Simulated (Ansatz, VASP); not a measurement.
# Cross-check of Ta3NO6 (Ta3NO6 (Cm)) between VASP and Ansatz, part 3 of 3

One calculation is typed for both programs; each brings its own data sets. How far apart do they land? Of the first pair: The structure shown is the start of the Ansatz relaxation below; VASP solves that cell, so the two are compared at the walk's first step.

VASP 6.6.1 and Ansatz 0.2.0.

So far. Step 3 (VASP: single point, PBEsol, start cell, pair 1): The run ends at a pressure of -0.59 GPa, with forces up to 0.31 eV/Å.

### Step 6. VASP: single point, PBEsol, relaxed cell, pair 2

Level of this step: PBEsol; plane waves and PAW (Ta_pv, N, O) (VASP).

The same cell, functional, mesh and smearing now go to VASP, with its own data sets.

Input file INCAR:

```
SYSTEM = Ta3NO6
PREC = Accurate
ENCUT = 600
EDIFF = 1E-06
NELM = 120
ISMEAR = -1
SIGMA = 0.01
LREAL = .FALSE.
ALGO = Normal
GGA = PS
NBANDS = 132
LASPH = .TRUE.
LORBIT = 11
LWAVE = .FALSE.
LCHARG = .FALSE.
ISIF = 2
GGA_COMPAT = .FALSE.
EFERMI = MIDGAP
KPAR = 4
```

Input file POSCAR:

```
Ta3NO6
1.0
   10.3502762954     -1.9286605690     -0.0015913846
   10.3502762954      1.9286605690     -0.0015913846
   -5.9562091817      0.0000000000     10.3101550317
Ta N O
9 3 18
Direct
    0.0001124465      0.0001124465      0.9997754924
    0.8154127707      0.8154127707      0.9978992938
    0.1832833726      0.1832833726      0.9980948276
    0.9193535064      0.9193535064      0.3672330743
    0.0803330023      0.0803330023      0.6255208957
    0.1047114482      0.1047114482      0.3731868830
    0.8911664099      0.8911664099      0.6261697856
    0.7081384538      0.7081384538      0.6299140439
    0.2906151532      0.2906151532      0.3685373579
    0.8284394240      0.8284394240      0.4103138309
    0.1726564431      0.1726564431      0.5952122903
    0.0241314388      0.0241314388      0.4181595153
    0.6278871710      0.6278871710      0.4184305951
    0.3747927032      0.3747927032      0.5858860760
    0.4018215959      0.4018215959      0.3752026285
    0.5979507280      0.5979507280      0.6282093096
    0.2075119834      0.2075119834      0.3865481424
    0.7952413329      0.7952413329      0.6219581439
    0.7519795986      0.7519795986      0.8084805574
    0.2461585141      0.2461585141      0.1897924939
    0.2906274427      0.2906274427      0.9971312523
    0.7091000837      0.7091000837      0.0010082923
    0.0983581565      0.0983581565      0.0100290581
    0.9005790780      0.9005790780      0.9869821129
    0.9760564508      0.9760564508      0.5859593040
    0.1281719820      0.1281719820      0.8105865271
    0.8702414234      0.8702414234      0.1865723682
    0.4989868561      0.4989868561      0.9988766590
    0.9515270169      0.9515270169      0.8042485855
    0.0500070533      0.0500070533      0.1940826130
```

Input file KPOINTS:

```
Automatic mesh
0
Gamma
7 7 3
0 0 0
```

PAW data sets: Ta_pv, N and O (PBE family, release 64).

Launch:

```bash
$ mpirun -np 4 vasp_std
```

Numbers of over 12 decimals in the logs are rounded to 6 here.

What it wrote:

```text
[banner, memory and clock lines left out]
running    4 mpi-ranks, on    1 nodes
[...]
[... a notice as in an earlier step ...]

 [... a notice as in an earlier step ...]

 LDA part: xc-table for (Slater+PW92), standard interpolation
 POSCAR, INCAR and KPOINTS ok, starting setup
[...]
entering main loop
       N       E                     dE             d eps       ncg     rms          rms(c)
DAV:   1     0.232115944802E+04    0.23212E+04   -0.13351E+05 11680   0.187E+03
DAV:   2    -0.147727354441E+03   -0.24689E+04   -0.23853E+04 13696   0.505E+02
DAV:   3    -0.363663448059E+03   -0.21594E+03   -0.21438E+03 12928   0.148E+02
DAV:   4    -0.369150606035E+03   -0.54872E+01   -0.54655E+01 14080   0.244E+01
[...]
DAV:  16    -0.310536338145E+03   -0.94758E-05   -0.99533E-06 12264   0.902E-03    0.407E-03
DAV:  17    -0.310536339912E+03   -0.17662E-05   -0.18919E-06  9064   0.444E-03    0.143E-03
DAV:  18    -0.310536340264E+03   -0.35221E-06   -0.52013E-07  7504   0.248E-03
   1 F= -.31053634E+03 E0= -.31053634E+03  d E =0.000000E+00
```

From OUTCAR (step 6):

```text
  Total        1.9609916      1.5788106      2.1854753      0.0000000      0.0000000     -0.0136175
  in kB        7.6334693      6.1457695      8.5073075      0.0000000      0.0000000     -0.0530082
  external PRESSURE =       7.4288487 kB  Pullay stress =       0.0000000 kB

 POSITION                                       TOTAL-FORCE (eV/Angst)
 -----------------------------------------------------------------------------------
     -5.95254      0.00000     10.30784         0.000937      0.000000     -0.005908
     10.93580      0.00000     10.28590        -0.143016      0.000000      0.003910
     -2.15079      0.00000     10.28993         0.134648      0.000000      0.014934
     16.84381      0.00000      3.78330        -0.034601      0.000000      0.103689
     -2.06280      0.00000      6.44896         0.018346      0.000000     -0.057083
     -0.05519      0.00000      3.84728         0.006998      0.000000      0.111603
     14.71804      0.00000      6.45307         0.027682      0.000000     -0.127636
     10.90696      0.00000      6.49226        -0.099419      0.000000     -0.115666
      3.82081      0.00000      3.79875         0.131612      0.000000      0.108981
     14.70524      0.00000      4.22776        -0.007702      0.000000      0.004115
      0.02887      0.00000      6.13618         0.007105      0.000000     -0.001807
     -1.99111      0.00000      4.31121         0.036050      0.000000     -0.007281
     10.50535      0.00000      4.31209         0.006815      0.000000      0.001327
      4.26876      0.00000      6.03938        -0.006508      0.000000     -0.006418
[...]
-----------------------------------------------------------------------------------
    total drift:                               -0.000127      0.000000     -0.001103

  FREE ENERGIE OF THE ION-ELECTRON SYSTEM (eV)
  ---------------------------------------------------
  free  energy   TOTEN  =      -310.5363402639 eV

  energy  without entropy=     -310.5363402639  energy(sigma->0) =     -310.53634026

[... 1 part as in an earlier step ...]

[... 2 further parts left out ...]
[key lines of the parts left out:]
E-fermi :   2.2870
```

The run ends at a pressure of 0.74 GPa, with forces up to 0.17 eV/Å.

### Step 7. Side by side

What differs besides the data sets and the points named for the pairs above, as far as they apply: the data sets hold 240 valence electrons in Ansatz (on its default PAW (the set named soft_2) files) and 222 in VASP; the cutoff is 420 eV in Ansatz and 600 eV in VASP; Ansatz's pressure holds a Pulay correction, VASP's none. Total energies have different zeros and are not compared.

Compared:

```
              quantity  Ansatz   VASP  difference
        pressure (GPa)    0.00   0.74       -0.74
gap on the k mesh (eV)   2.101  2.068      +0.033
```

Forces on 7 of the 30 atoms, those with the largest forces and the largest differences (eV/Å; atoms numbered as in POSCAR):

```
atom         Ansatz x, y, z           VASP x, y, z
 Ta2   -0.003, 0.000, 0.001   -0.143, 0.000, 0.004
 Ta3  -0.002, 0.000, -0.005    0.135, 0.000, 0.015
 Ta8   -0.004, 0.000, 0.001  -0.099, 0.000, -0.116
 Ta9   0.003, 0.000, -0.004    0.132, 0.000, 0.109
 O17   -0.001, 0.000, 0.001   -0.140, 0.000, 0.017
 O24   -0.003, 0.000, 0.000   0.136, 0.000, -0.012
 O29   -0.001, 0.000, 0.000    0.015, 0.000, 0.142
```

The forces differ by 54 meV/Å r.m.s., where the r.m.s. force is 0.002 eV/Å in Ansatz and 0.054 eV/Å in VASP: the atoms lie near their places of rest in Ansatz, so a percentage would say little (all taken over all components). A gap on the mesh is an upper bound, since the band edges may lie between its points; neither run holds spin-orbit coupling, which can move the band edges of a compound of Ta.

### Step 8. Summary of results

| Quantity | Value |
| --- | --- |
| r.m.s. force difference (single point, PBEsol, start cell, pair 1) | 55 meV/Å |
| r.m.s. force difference (single point, PBEsol, relaxed cell, pair 2) | 54 meV/Å |
| difference in pressure (single point, PBEsol, relaxed cell, pair 2) | -0.74 GPa |

**Reading.** The r.m.s. force difference is 55 meV/Å (single point, PBEsol, start cell, pair 1), beyond the 12 meV/Å picked in this series as the mark of a large difference. The data sets hold unlike numbers of valence electrons (240 in Ansatz and 222 in VASP), so part of the differences comes from the potentials. What causes the difference of the single point, PBEsol, start cell, pair 1 pair stays open here. What causes the difference of the single point, PBEsol, relaxed cell, pair 2 pair stays open here. How closely two codes agree says nothing of how well the functional describes the real material.

[Lines on the potential files, build, host, timing and source positions are cut from VASP's logs without a mark.]

[Logs are printed without paths, hosts, clocks, repeated set-up lines and the standing remarks that a program may print on its own settings, such as how far it seeks lower states.]

[Hosts, paths, dates, database ids (printed as entryN), source tags and the programs' standing remarks are cut or masked in the printed files.]
